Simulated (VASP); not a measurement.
Input:

```
CELL_PARAMETERS angstrom
      1.68662    -2.92132     0.00000
      1.68662     2.92132     0.00000
      0.00000     0.00000     5.68000
ATOMIC_POSITIONS crystal
  Ti 0.00000 0.00000 0.00000
  S  0.33333 0.66667 0.25123
  S  0.66667 0.33333 0.74877
```

Level of theory: PBE GGA with D4 dispersion, VASP's PBE PAW potentials (set 64) (plane waves; VASP). Run with 520 eV cut-off, Gaussian smearing of 0.050 eV, potentials Ti_sv S.

**Question.** Give the energies of bands 7 to 15 at the high-symmetry points, in eV from the Fermi level.

**Answer.** 
```tsv
band	Γ	M	K	A	L	H
7	-5.48	-5.34	-4.35	-3.90	-5.43	-4.47
8	-2.75	-3.80	-4.18	-2.71	-4.58	-4.47
9	-2.75	-2.98	-4.18	-2.71	-2.90	-3.88
10	-0.04	-2.71	-2.70	-2.54	-2.83	-3.10
11	0.15	-2.64	-2.70	-0.03	-1.28	-2.26
12	0.15	-1.55	-2.39	-0.03	-1.20	-2.26
13	0.52	0.19	1.24	0.50	-0.10	1.26
14	0.52	1.60	1.86	0.50	1.60	1.50
15	0.88	2.04	1.86	1.52	2.00	1.50
```

It has no gap at this level: it comes out as a metal or semimetal.

The compound is TiS2 in the 1T layered structure. It was relaxed first.
